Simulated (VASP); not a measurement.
A run of VASP 6.6.1:

Contents of INCAR:

```
SYSTEM = SiGe3O8
ALGO = Fast ; EDIFF = 1E-7
EDIFFG = -0.005 ; ENCUT = 600
GGA = PS ; IBRION = 2
ISIF = 3 ; ISMEAR = 0
KPAR = 4 ; LASPH = .TRUE.
LCHARG = .FALSE. ; LREAL = .FALSE.
LWAVE = .FALSE. ; NELM = 60
NSW = 40 ; PREC = Accurate
SIGMA = 0.02
```

KPOINTS

```
k-points
0
G
  3 3 3
  0 0 0
```

POSCAR

```
SiGe3O8
1.0
    4.3461715200      0.0000000000      0.0000000000
    0.0000000000      4.3461715200      2.8333233000
    0.0000000000     -4.3461715200      2.8333233000
Si Ge O
1 3 8
Direct
    0.5000000000      0.0000000000      0.5000000000
    0.5000000000      0.5000000000      0.0000000000
    0.0000000000      0.0000000000      0.0000000000
    0.0000000000      0.5000000000      0.5000000000
    0.6942292300      0.3471146200      0.6528853900
    0.6942292300      0.8471146200      0.1528853800
    0.8057707700      0.3471146200      0.1528853800
    0.8057707700      0.8471146200      0.6528853900
    0.3057707700      0.1528853900      0.8471146200
    0.3057707700      0.6528853900      0.3471146100
    0.1942292300      0.1528853800      0.3471146200
    0.1942292300      0.6528853900      0.8471146200
```

Potentials or basis: VASP PAW PBE potentials, release 64 (Si, Ge_d, O).

Launch:

```sh
$ cat potpaw_PBE.64/Si/POTCAR potpaw_PBE.64/Ge_d/POTCAR potpaw_PBE.64/O/POTCAR > POTCAR
$ mpirun -np 4 vasp_std > vasp.out
```

Hardware: 4 MPI ranks on AMD EPYC 7R43 64-Core Processor (Zen 3), with other jobs on the host.

**Question.** How long does it take, and how much memory?

**Answer.** It took 5.6 min on 4 MPI ranks on AMD EPYC 7R43 64-Core Processor (Zen 3) (shared host), peak memory 0.26 GiB a rank. Counts: scf iterations 196, k points 10, ion steps 24.
